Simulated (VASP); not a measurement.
Here is a VASP 6.6.1 calculation.

Contents of INCAR:

```
ALGO = Fast
EDIFF = 1E-6
ENCUT = 520
ISIF = 2
ISMEAR = 0
LASPH = True
LCHARG = False
LREAL = False
LWAVE = False
NBANDS = 11
NELM = 80
PREC = Accurate
SIGMA = 0.05
```

The input KPOINTS:

```
k-points
0
Gamma
  6 6 6
```

POSCAR

```
Be2Si
1.0
    0.0000000000      2.6066269519      2.6066269519
    2.6066269519      0.0000000000      2.6066269519
    2.6066269519      2.6066269519      0.0000000000
Si Be
1 2
Direct
    0.0000000000      0.0000000000      0.0000000000
    0.2500000000      0.2500000000      0.2500000000
    0.7500000000      0.7500000000      0.7500000000
```

Potentials or basis: VASP PAW LDA potentials, release 64 (Si, Be).

Command:

```bash
$ cat potpaw_LDA.64/Si/POTCAR potpaw_LDA.64/Be/POTCAR > POTCAR
$ mpirun -np 1 vasp_std > vasp.out
```

Task: Predict the band gap on the k mesh.

Result: None (metal or under the smearing width).

Task: Predict the pressure.

Result: 0.1 GPa.
